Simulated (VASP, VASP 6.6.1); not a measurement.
# Lattice constants of bulk WS$_2$: layer spacing with semilocal, dispersion-corrected and nonlocal functionals

## What was measured

Bulk WS$_2$ in its two-layer hexagonal form has a measured in-plane constant $a$ of 3.1532 Å and a stacking constant $c$ of 12.323 Å. Both come from X-ray diffraction and are quoted as literature values in "Extraordinary room-temperature photoluminescence in WS2 monolayers" (2012, arXiv:1208.1325). I take this $c$ as the reference. A second paper, "Pressure coefficients for direct optical transitions in MoS2, MoSe2, WS2, and WSe2 crystals and semiconductor to metal t" (2016, PubMed Central 4877596), cites 12.32 Å for $c$, without a method given with the value. I suspect this is the same determination, rounded, so I don't count it as independent support. To my knowledge the diffraction value belongs to a single crystal at room temperature; powders with stacking faults can show a slightly longer $c$.

| compared with | measured | source's wording or label | method |
| --- | --- | --- | --- |
| lattice constant a of the conventional cell (Å) | 3.1532 | – | X-ray diffraction (literature) |
| lattice constant c of the conventional cell (Å) | 12.323 | – | X-ray diffraction (literature) * |
| lattice constant c of the conventional cell (Å) | 12.32 | c, literature experiment | not stated |

Where a quantity has several values, deviations refer to the one marked *.

Conditions are those given with the value in the passage it was taken from; "not stated" means there, and the paper may say more elsewhere. The values are a selection: others, judged unlike or outlying, were left out beforehand.

## Approach

I want the cheapest level of theory that gives both $a$ and $c$ within 1 % of the diffraction values. The two constants test different things: $a$ follows from the strong W–S bonds inside a layer, $c$ largely from the weak attraction between layers. For $c$ the limit is about 0.12 Å, small enough to expose a functional that binds the layers badly. It also leaves room for thermal expansion and zero-point motion, which the static calculations omit and which I expect to lengthen $c$ by some tenths of a per cent at room temperature.

The model is the perfect six-atom hexagonal cell, nonmagnetic, with cell and atoms relaxed under fixed symmetry. I start from the diffraction cell stretched by 3 % in volume, so that the relaxation has to find its own way back. The k mesh is settled first with a plain semilocal functional. Then I compare functionals at one setting, adding a description of dispersion if the layer spacing calls for it.

System: WS2, space group P6_3/mmc (Tungstenite); P6_3/mmc (No. 194), 6 atoms in the cell; conventional a = 3.153, c = 12.323 A, from a published structure refinement (COD).

On the selection of runs and values: 2 further cited values are not listed: repeats, values quoted from earlier work, more than five for one quantity or six quantities, optical onsets of an indirect gap, modes that a denser mesh moves by over 3 %, or quantities that fewer than three runs give.

## 1. PBEsol and the k mesh

PBEsol is cheap and usually good for bond lengths in solids, so $a$ should come out well. It contains no long-range dispersion, and I expect $c$ to be too long. Three meshes, from a very coarse one upwards, should show how light the sampling may be before functionals are compared.

**Run 1.** VASP 6.6.1: PBEsol; 450 eV, 4x4x1 k mesh; cell and atoms relaxed, relaxed twice, LASPH on.

Key lines of the input:
```
ALGO = Normal
EDIFF = 1E-06
EDIFFG = -0.006
ENCUT = 450
GGA = PS
IBRION = 2
ISIF = 3
ISMEAR = 0
LASPH = .TRUE.
NBANDS = 24
NELM = 100
NSW = 50
PREC = Accurate
SIGMA = 0.03
KPOINTS: Gamma, 4 4 1
PAW data sets: W S (PBE 64)
```

Command:
```
mpirun -np 8 vasp_std
```

Selected lines of the output:
```
     0.000000000  0.000000000 13.000582967     0.000000000  0.000000000  0.076919628
```

Converged; 65 s on 8 cores of AMD EPYC 7R43 64, shared host (all steps together).

**Run 2.** VASP 6.6.1: PBEsol; 450 eV, 6x6x2 k mesh; cell and atoms relaxed, LASPH on.

Key lines of the input, as changed from run 1:
```diff
- KPOINTS: Gamma, 4 4 1
+ KPOINTS: Gamma, 6 6 2
```

Selected lines of the output:
```
     0.000000000  0.000000000 12.644638921     0.000000000  0.000000000  0.079084900
```

Converged; 2.2 min, same machine (all steps together).

**Run 3.** VASP 6.6.1: PBEsol; 450 eV, 9x9x2 k mesh; cell and atoms relaxed, LASPH on.

Key lines of the input, as changed from run 1:
```diff
- KPOINTS: Gamma, 4 4 1
+ KPOINTS: Gamma, 9 9 2
```

Selected lines of the output:
```
     0.000000000 -0.000000000 12.663539788     0.000000000 -0.000000000  0.078966862
```

Converged; 4.3 min, same machine (all steps together).

| quantity | run 1 | run 2 | run 3 | measured |
| --- | --- | --- | --- | --- |
| lattice constant a of the conventional cell (Å) | 3.1413 | 3.1426 | 3.1422 | 3.1532 |
| lattice constant c of the conventional cell (Å) | 13.001 | 12.645 | 12.664 | 12.323 |
| volume of the conventional cell (Å³) | 111.10 | 108.15 | 108.28 |  |
| space group at the end | P6_3/mmc | P6_3/mmc | P6_3/mmc |  |
| pressure left at the end (GPa) | 0.0039 | 0.0071 | 0.0014 |  |

The in-plane constant hardly notices the mesh: all three values of $a$ lie within about 0.001 Å of each other and 0.3 to 0.4 % below the measured one. The stacking constant does notice it. The coarsest mesh, with a single division along the stacking direction, gives a $c$ about 0.36 Å longer than the 6×6×2 mesh, three times the whole tolerance. From there to 9×9×2 it moves by only 0.019 Å, which for so soft a direction may be no more than the scatter between two relaxations. These two meshes share the same division along $c$, however, so their agreement says nothing about finer sampling in that direction.

At 9×9×2 PBEsol leaves $c$ 2.8 % too long, a clear miss. The sign is that of missing attraction between the layers, while the bonds within them are already described well enough.

## 2. Adding pairwise dispersion

The D3(BJ) correction adds the missing attraction at almost no cost per step, since it depends only on the positions of the atoms. I put it on PBEsol, where the comparison with the last run isolates its effect, and also on PBE, its more common partner. I expect $c$ to shrink in PBEsol by a few tenths of an ångström. The risk is in $a$, which is already short and can only be pulled in further. PBE usually gives longer bonds and so has more room for that contraction. Both runs use the 9×9×2 mesh.

**Run 4.** VASP 6.6.1: PBEsol + D3(BJ); 450 eV, 9x9x2 k mesh; cell and atoms relaxed, relaxed twice, LASPH on.

Key lines of the input, as changed from run 3:
```diff
+ IVDW = 12
```

Selected lines of the output:
```
     0.000000000  0.000000000 11.769669775     0.000000000  0.000000000  0.084964151
```

Converged; 2.9 min, same machine (all steps together).

**Run 5.** VASP 6.6.1: PBE + D3(BJ); 450 eV, 9x9x2 k mesh; cell and atoms relaxed, relaxed twice, LASPH on.

Key lines of the input, as changed from run 4:
```diff
- GGA = PS
+ GGA = PE
```

Selected lines of the output:
```
     0.000000000  0.000000000 12.124266774     0.000000000  0.000000000  0.082479215
```

Converged; 2.1 min, same machine (all steps together).

| quantity | run 4 | run 5 | measured |
| --- | --- | --- | --- |
| lattice constant a of the conventional cell (Å) | 3.1115 | 3.1491 | 3.1532 |
| lattice constant c of the conventional cell (Å) | 11.770 | 12.124 | 12.323 |
| volume of the conventional cell (Å³) | 98.68 | 104.13 |  |
| space group at the end | P6_3/mmc | P6_3/mmc |  |
| pressure left at the end (GPa) | 0.0107 | −0.0095 |  |

Dispersion shortens $c$ far more than I expected. In PBEsol it drops by 0.894 Å, from 2.8 % too long to 4.5 % too short, and $a$ falls 1.3 % below the measured value, so both constants now miss. PBEsol may already supply part of the attraction at intermediate distances that D3 adds again, but that is conjecture.

PBE + D3(BJ) does much better. Its $a$ is only 0.1 % short, while $c$ is 1.6 % short and outside the limit. Thermal expansion would lengthen the cell and so reduce this miss, though tenths of a per cent would hardly remove it.

## 3. Sampling along the stacking axis, and cutoff

A miss of 0.199 Å in $c$ is smaller than the shift the coarsest mesh caused, and every run since has used two divisions along the stacking axis. Before trying more functionals I double that number with a 12×12×4 mesh, and separately raise the cutoff to 600 eV, both in plain PBEsol. Its weakly bound layers should make it a sensitive test, although the result will hold strictly for PBEsol alone. I expect both changes in $c$ to stay well below the tolerance.

**Run 6.** VASP 6.6.1: PBEsol; 450 eV, 12x12x4 k mesh; cell and atoms relaxed, LASPH on.

Key lines of the input, as changed from run 1:
```diff
- KPOINTS: Gamma, 4 4 1
+ KPOINTS: Gamma, 12 12 4
```

Selected lines of the output:
```
     0.000000000  0.000000000 12.607705836    -0.000000000  0.000000000  0.079316571
```

Converged; 5 min, same machine (all steps together).

**Run 7.** VASP 6.6.1: PBEsol; 600 eV, 9x9x2 k mesh; cell and atoms relaxed, LASPH on.

Key lines of the input, as changed from run 3:
```diff
- ENCUT = 450
+ ENCUT = 600
```

Selected lines of the output:
```
    -0.000000000  0.000000000 12.702623212     0.000000000 -0.000000000  0.078723897
```

Converged; 4.3 min, same machine (all steps together).

| quantity | run 6 | run 7 | measured |
| --- | --- | --- | --- |
| lattice constant a of the conventional cell (Å) | 3.1422 | 3.1432 | 3.1532 |
| lattice constant c of the conventional cell (Å) | 12.608 | 12.703 | 12.323 |
| volume of the conventional cell (Å³) | 107.80 | 108.68 |  |
| space group at the end | P6_3/mmc | P6_3/mmc |  |
| pressure left at the end (GPa) | −0.0198 | −0.0184 |  |

The denser mesh shortens $c$ by 0.056 Å and the higher cutoff lengthens it by 0.039 Å; $a$ moves by at most 0.001 Å. Both changes in $c$ are well inside the tolerance of about 0.12 Å. I can't assign them firmly to mesh or cutoff, because relaxations of such weakly bound layers may stop at slightly different spacings. PBEsol stays more than 2 % too long in $c$ with either setting, so its miss stands.

For PBE + D3(BJ) this is only indirect evidence. Its $c$ lies about 0.08 Å outside the limit, not far beyond the size of these shifts, and I treat its miss as less secure than that of PBEsol.

## 4. The plain functionals LDA and PBE

Before paying for a nonlocal functional I want the two remaining simple ones, LDA and uncorrected PBE, at 450 eV and 9×9×2. LDA has no long-range dispersion either, but its overbinding often brings layers to a reasonable distance. I expect both constants to come out short, with $c$ possibly within the limit for a reason that is not the right physics. PBE should leave the layers much too far apart, and its difference from PBE + D3(BJ) will show how much of that spacing the correction controls.

**Run 8.** VASP 6.6.1: LDA; 450 eV, 9x9x2 k mesh; cell and atoms relaxed, relaxed twice, LASPH on.

Key lines of the input, as changed from run 3:
```diff
- GGA = PS
+ GGA = CA
- PAW data sets: W S (PBE 64)
+ PAW data sets: W S (LDA 64)
```

Selected lines of the output:
```
     0.000000000  0.000000000 12.149891483    -0.000000000  0.000000000  0.082305262
```

Converged; 2.4 min, same machine (all steps together).

**Run 9.** VASP 6.6.1: PBE; 450 eV, 9x9x2 k mesh; cell and atoms relaxed, relaxed twice, LASPH on.

Key lines of the input, as changed from run 5:
```diff
- IVDW = 12
```

Selected lines of the output:
```
     0.000000000  0.000000000 14.352346417     0.000000000  0.000000000  0.069675018
```

Converged; 5.5 min, same machine (all steps together).

| quantity | run 8 | run 9 | measured |
| --- | --- | --- | --- |
| lattice constant a of the conventional cell (Å) | 3.1247 | 3.1821 | 3.1532 |
| lattice constant c of the conventional cell (Å) | 12.150 | 14.352 | 12.323 |
| volume of the conventional cell (Å³) | 102.73 | 125.86 |  |
| space group at the end | P6_3/mmc | P6_3/mmc |  |
| pressure left at the end (GPa) | −0.0184 | −0.0052 |  |

LDA shortens both constants. Its $a$ passes narrowly at 0.9 % below the measured value, but $c$ is 1.4 % short and misses by about 0.05 Å, a margin no larger than the shifts seen in the PBEsol tests. I don't rank it against PBE + D3(BJ) on so small a difference.

Plain PBE keeps $a$ within the limit, also narrowly, and fails completely for the stacking: $c$ is 2.03 Å too long. Adding D3(BJ) shortens it by 2.228 Å. With PBE, then, the layer spacing depends almost entirely on the dispersion term, and a modest error in that term is enough to spoil $c$.

## 5. Meta-GGA and nonlocal correlation

What remains is to improve the description of the attraction itself. r2SCAN includes some of it at intermediate range, and I expect its $c$ to be somewhat long. Adding rVV10 supplies the long-range part from the electron density and should draw the layers together. vdW-DF-cx also uses nonlocal correlation, with an exchange part chosen to match it, and usually gives good bond lengths as well as layer spacings. All three need more work per electronic step than a plain GGA. I keep the cutoff and mesh of the earlier functional comparison, and run r2SCAN with and without rVV10 to see whether the extra term is needed.

**Run 10.** VASP 6.6.1: r2SCAN; 450 eV, 9x9x2 k mesh; cell and atoms relaxed, relaxed twice, LASPH on.

Key lines of the input, as changed from run 3:
```diff
- GGA = PS
+ METAGGA = R2SCAN
```

Selected lines of the output:
```
     0.000000000  0.000000000 13.035692692     0.000000000  0.000000000  0.076712456
```

Converged; 17 min, same machine (all steps together).

**Run 11.** VASP 6.6.1: r2SCAN + rVV10; 450 eV, 9x9x2 k mesh; cell and atoms relaxed, LASPH on.

Key lines of the input, as changed from run 10:
```diff
+ BPARAM = 11.95
+ CPARAM = 0.0093
+ IVDW_NL = 2
+ LUSE_VDW = .TRUE.
```

Selected lines of the output:
```
     0.000000000  0.000000000 12.469917718     0.000000000 -0.000000000  0.080192991
```

Converged; 24 min, same machine (all steps together).

**Run 12.** VASP 6.6.1: vdW-DF-cx; 450 eV, 9x9x2 k mesh; cell and atoms relaxed, relaxed twice, LASPH on.

Key lines of the input, as changed from run 3:
```diff
+ AGGAC = 0
- GGA = PS
+ GGA = CX
+ LUSE_VDW = .TRUE.
```

Selected lines of the output:
```
     0.000000000  0.000000000 12.333617434     0.000000000  0.000000000  0.081079213
```

Converged; 16 min, same machine (all steps together).

| quantity | run 10 | run 11 | run 12 | measured |
| --- | --- | --- | --- | --- |
| lattice constant a of the conventional cell (Å) | 3.1756 | 3.1664 | 3.1512 | 3.1532 |
| lattice constant c of the conventional cell (Å) | 13.036 | 12.470 | 12.334 | 12.323 |
| volume of the conventional cell (Å³) | 113.85 | 108.28 | 106.06 |  |
| space group at the end | P6_3/mmc | P6_3/mmc | P6_3/mmc |  |
| pressure left at the end (GPa) | 0.0089 | 0.0458 | 0.0380 |  |

vdW-DF-cx meets both limits: $a$ is 0.002 Å short and $c$ 0.011 Å long. The agreement in $c$ is closer than the numerical settings can support, since refining the mesh beyond 9×9×2 moved it by 0.056 Å in PBEsol. A shift of that size would still leave vdW-DF-cx inside the limit, but mesh and cutoff tests with this functional are not shown in this report.

r2SCAN alone leaves $c$ 5.8 % too long, more than the "somewhat long" I had expected and worse than PBEsol. Adding rVV10 shortens it by 0.566 Å and also improves $a$. The remaining error in $c$ is 1.2 %, a narrow miss by about 0.02 Å, which a change of mesh or cutoff could overturn. The long-range term is clearly needed with r2SCAN, but whether the combination meets the target is not settled by this run.

## All runs against the measurement

| run | settings | lattice constant a of the conventional cell (Å) | deviation | lattice constant c of the conventional cell (Å) | deviation | cost |
| --- | --- | --- | --- | --- | --- | --- |
| 1 | PBEsol, 450 eV, 4x4x1 k mesh, relaxed twice | 3.1413 | −0.0119 (−0.4 %) | 13.001 | +0.678 (+5.5 %) | 8.6 core-min |
| 2 | PBEsol, 450 eV, 6x6x2 k mesh | 3.1426 | −0.0106 (−0.3 %) | 12.645 | +0.322 (+2.6 %) | 18 core-min |
| 3 | PBEsol, 450 eV, 9x9x2 k mesh | 3.1422 | −0.0110 (−0.3 %) | 12.664 | +0.341 (+2.8 %) | 34 core-min |
| 4 | PBEsol + D3(BJ), 450 eV, 9x9x2 k mesh, relaxed twice | 3.1115 | −0.0417 (−1.3 %) | 11.770 | −0.553 (−4.5 %) | 23 core-min |
| 5 | PBE + D3(BJ), 450 eV, 9x9x2 k mesh, relaxed twice | 3.1491 | −0.0041 (−0.1 %) | 12.124 | −0.199 (−1.6 %) | 17 core-min |
| 6 | PBEsol, 450 eV, 12x12x4 k mesh | 3.1422 | −0.0110 (−0.3 %) | 12.608 | +0.285 (+2.3 %) | 40 core-min |
| 7 | PBEsol, 600 eV, 9x9x2 k mesh | 3.1432 | −0.0100 (−0.3 %) | 12.703 | +0.380 (+3.1 %) | 35 core-min |
| 8 | LDA, 450 eV, 9x9x2 k mesh, relaxed twice | 3.1247 | −0.0285 (−0.9 %) | 12.150 | −0.173 (−1.4 %) | 19 core-min |
| 9 | PBE, 450 eV, 9x9x2 k mesh, relaxed twice | 3.1821 | +0.0289 (+0.9 %) | 14.352 | +2.029 (+16.5 %) | 44 core-min |
| 10 | r2SCAN, 450 eV, 9x9x2 k mesh, relaxed twice | 3.1756 | +0.0224 (+0.7 %) | 13.036 | +0.713 (+5.8 %) | 2.2 core-h |
| 11 | r2SCAN + rVV10, 450 eV, 9x9x2 k mesh | 3.1664 | +0.0132 (+0.4 %) | 12.470 | +0.147 (+1.2 %) | 3.2 core-h |
| 12 | vdW-DF-cx, 450 eV, 9x9x2 k mesh, relaxed twice | 3.1512 | −0.0020 (−0.1 %) | 12.334 | +0.011 (+0.1 %) | 2.1 core-h |
|  | measured | 3.1532 |  | 12.323 |  |  |

## Conclusion

vdW-DF-cx meets the target: $a$ comes out 0.1 % short and $c$ 0.1 % long, at a cost of 2.1 core-hours. It is the only level shown here with both constants inside 1 %, and so the cheapest of these that is accurate enough. The simpler functionals took less than one core-hour each, but none of them gave a satisfactory $c$.

The in-plane constant was easy; only PBEsol + D3(BJ) missed it. The layer spacing decided the outcome. Plain PBE, PBEsol and r2SCAN leave it too long, and adding a dispersion term shortens it each time, though with PBEsol the correction overshoots badly. vdW-DF-cx includes nonlocal correlation, so its success has a sound physical basis. LDA lacks that attraction, and its fairly close $c$ owes more to overbinding. The coarsest mesh was useful only as a warning.

The near-perfect $c$ should not be taken at face value. Thermal expansion and zero-point motion, roughly some tenths of a per cent, would lengthen the computed cell and move vdW-DF-cx slightly away from the measurement, probably still within the limit. The same correction would widen the narrow miss of r2SCAN + rVV10 and reduce those of LDA and PBE + D3(BJ), possibly enough to bring LDA inside.

The mesh and cutoff tests shown here are for PBEsol, where refining either setting beyond 9×9×2 and 450 eV moved $c$ by up to 0.056 Å. The margin of vdW-DF-cx is wider than that, but its own convergence is not shown in this report. The order of the three near misses is also unsettled. The reference is a literature value quoted at second hand, and the other citation probably repeats it.

[Logs are printed without paths, hosts, clocks, repeated set-up lines and the standing remarks that a program may print on its own settings, such as how far it seeks lower states.]

[The runs shown are a pick from a larger set of finished runs; failed, doubtful and other runs were left out of it ahead of writing. So were measured values far from every level or from commonly accepted values, and agreement can look better than it is. Lines of input and output are excerpts and may be shortened.]
